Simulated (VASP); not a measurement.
Calculation: PBE GGA, VASP's PBE PAW potentials (set 64) (plane waves; VASP).

VASP input:

**POSCAR**
```
NiAl
2.890
  1.0000000000   0.0000000000   0.0000000000
  0.0000000000   1.0000000000   0.0000000000
  0.0000000000   0.0000000000   1.0000000000
Al Ni
1 1
Direct
  0.5000000000   0.5000000000   0.5000000000
  0.0000000000   0.0000000000   0.0000000000
```

### KPOINTS
```
Automatic mesh
0
gamma
  11 11 11
0 0 0
```

INCAR:
```
SYSTEM = NiAl
PREC = Accurate; ENCUT = 400; LREAL = .FALSE.
LASPH = .TRUE.
EDIFF = 1E-6; NELM = 100; ALGO = Fast
LMAXMIX = 4
ISMEAR = 1; SIGMA = 0.1
GGA = PE
ISIF = 2
LWAVE = .FALSE.; LCHARG = .FALSE.
```

POTCAR, in this order: Al Ni (PBE.64 set). Program: vasp_std.

Estimate the energy per atom (σ→0), pressure, band gap (on the k-mesh).

```
Quantity                                                    Result
------------------------  ----------------------------------------
energy per atom (σ→0)                               -5.268 eV/atom
band gap (on the k-mesh)  none (metal, semimetal or under 0.01 eV)
pressure                                                  1.14 GPa
```

### OSZICAR
```
...
RMM:   9    -0.105361723485E+02    0.76523E-02   -0.39677E-02  1169   0.154E+00    0.211E-01
RMM:  10    -0.105355034986E+02    0.66885E-03   -0.10798E-03  1299   0.431E-01    0.112E-01
RMM:  11    -0.105356218699E+02   -0.11837E-03   -0.95960E-04  1279   0.370E-01    0.105E-01
RMM:  12    -0.105354559010E+02    0.16597E-03   -0.53535E-04  1228   0.407E-01    0.251E-02
RMM:  13    -0.105354633239E+02   -0.74229E-05   -0.78152E-05  1433   0.771E-02    0.309E-02
RMM:  14    -0.105354629971E+02    0.32680E-06   -0.29939E-05  1327   0.766E-02    0.416E-02
RMM:  15    -0.105354637637E+02   -0.76653E-06   -0.74591E-06  1161   0.241E-02
   1 F= -.10535464E+02 E0= -.10535287E+02  d E =-.530946E-03
```

The compound is NiAl in the CsCl type structure. The cell was not relaxed at this level. The run is one of a series of settings (ALGO = Fast against the base run), some of them coarse on purpose. The run is not spin-polarised, so no magnetic state was tried. The electron count is odd and the run is not spin-polarised, which forces a metal.
